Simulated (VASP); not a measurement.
Here is the system:

```cif
data_SZn
_chemical_formula_sum 'Zn1 S1'
_space_group_name_H-M_alt 'P 1'
_space_group_IT_number 1
_cell_length_a 3.85026
_cell_length_b 3.85026
_cell_length_c 3.85026
_cell_angle_alpha 60.000
_cell_angle_beta 60.000
_cell_angle_gamma 60.000
loop_
_space_group_symop_operation_xyz
  'x, y, z'
loop_
_atom_site_label
_atom_site_type_symbol
_atom_site_fract_x
_atom_site_fract_y
_atom_site_fract_z
_atom_site_occupancy
Zn1 Zn 0.00000 0.00000 0.00000 1
S1 S 0.25000 0.25000 0.25000 1
```

Calculation: PW91 GGA, VASP's PBE PAW potentials (set 64) (plane waves; VASP). Run with 520 eV cut-off, 8×8×8 Γ-centred mesh, Gaussian smearing of 0.050 eV, potentials Zn S.

Problem. Give the energy at these volumes per atom, relative to the lowest: 18.96, 19.56, 20.17, 20.77, 21.38 Å³.

Solution. 18.1, 4.4, 0.0, 3.6, 14.0 meV/atom. A third-order Birch-Murnaghan fit gives B0 = 70.1 GPa and B0′ = 4.4.

Measured: bulk modulus 77.1 GPa (computed value off by -9.1 %), as given by Cormac Toher et al., Physical Review Materials (2017), arXiv:1611.05714; a 5.410 Å (computed value off by +0.6 %), as given by Martin Albrecht et al., Physical review. B, Condensed matter (1997), arXiv:cond-mat/9706128. The calculation is for a static lattice, while the measured bulk modulus, a hold thermal and zero-point effects, which are part of the difference.

The compound is ZnS in the zinc blende structure. It was relaxed first.
